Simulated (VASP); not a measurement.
Computed with PBE GGA, VASP's PBE PAW potentials (set 64) (plane waves; VASP 6.6.1).

A VASP calculation is set up with these files.

### POSCAR
```
BN
1
    1.2750000000    -2.2083650000     0.0000000000
    1.2750000000     2.2083650000     0.0000000000
    0.0000000000     0.0000000000     4.2200000000
B N
2 2
Direct
  0.6666670000   0.3333330000   0.5000000000
  0.3333330000   0.6666670000   0.0000000000
  0.6666670000   0.3333330000   0.8750000000
  0.3333330000   0.6666670000   0.3750000000
```

INCAR:
```
ALGO = Normal
EDIFF = 1E-6
ENCUT = 520
GGA = PE
ISIF = 2
ISMEAR = 0
KGAMMA = .FALSE.
KSPACING = 0.2
LASPH = .TRUE.
LCHARG = .FALSE.
LREAL = .FALSE.
LWAVE = .FALSE.
NELM = 100
PREC = Accurate
SIGMA = 0.05
SYSTEM = BN
```

POTCAR, in this order: B N (PBE.64 set). Program: vasp_std.

What VASP printed:

OSZICAR:
```
       N       E                     dE             d eps       ncg     rms          rms(c)
DAV:   1     0.502715671055E+02    0.50272E+02   -0.87921E+03  2600   0.130E+03
DAV:   2    -0.343739172641E+02   -0.84645E+02   -0.79306E+02  3708   0.271E+02
DAV:   3    -0.367449352776E+02   -0.23710E+01   -0.23616E+01  3440   0.462E+01
DAV:   4    -0.367582614630E+02   -0.13326E-01   -0.13320E-01  3240   0.361E+00
DAV:   5    -0.367584159856E+02   -0.15452E-03   -0.15449E-03  3368   0.364E-01    0.945E+00
DAV:   6    -0.350002446921E+02    0.17582E+01   -0.47819E+00  3200   0.181E+01    0.454E+00
DAV:   7    -0.348614151521E+02    0.13883E+00   -0.22866E-01  3124   0.471E+00    0.271E+00
DAV:   8    -0.348322558191E+02    0.29159E-01   -0.72430E-02  2860   0.253E+00    0.223E-01
DAV:   9    -0.348314508296E+02    0.80499E-03   -0.21481E-03  3380   0.487E-01    0.122E-01
DAV:  10    -0.348316915553E+02   -0.24073E-03   -0.39168E-04  2980   0.197E-01    0.262E-02
DAV:  11    -0.348316966955E+02   -0.51402E-05   -0.66263E-05  3352   0.711E-02    0.135E-02
DAV:  12    -0.348316978802E+02   -0.11847E-05   -0.91108E-06  3244   0.299E-02    0.220E-03
DAV:  13    -0.348316980234E+02   -0.14319E-06   -0.22634E-07  1872   0.542E-03
   1 F= -.34831698E+02 E0= -.34831698E+02  d E =-.106916E-18
```

OUTCAR:
```
------------------------ aborting loop because EDIFF is reached ----------------------------------------
  FORCE on cell =-STRESS in cart. coord.  units (eV):
  Direction    XX          YY          ZZ          XY          YZ          ZX
  --------------------------------------------------------------------------------------
  Total        0.3315275      0.3315275      0.2242776      0.0000000     -0.0000000      0.0000000
  in kB       22.3514963     22.3515007     15.1207388      0.0000000     -0.0000000      0.0000000
  external PRESSURE =      19.9412453 kB  Pullay stress =       0.0000000 kB
  volume of cell :       23.76
      direct lattice vectors                 reciprocal lattice vectors
     1.275000000 -2.208365000  0.000000000     0.392156863 -0.226411848  0.000000000
     1.275000000  2.208365000  0.000000000     0.392156863  0.226411848  0.000000000
     0.000000000  0.000000000  4.220000000     0.000000000  0.000000000  0.236966825
  FREE ENERGIE OF THE ION-ELECTRON SYSTEM (eV)
  ---------------------------------------------------
  free  energy   TOTEN  =       -34.8316980234 eV

  energy  without entropy=      -34.8316980234  energy(sigma->0) =      -34.83169802
```
(Selected blocks of OUTCAR.)

The compound is BN in the wurtzite structure, a metastable high-pressure form. The cell was not relaxed at this level. The run is one of a series of settings (KGAMMA = .FALSE., KSPACING = 0.2, KPOINTS file removed against the base run), some of them coarse on purpose.
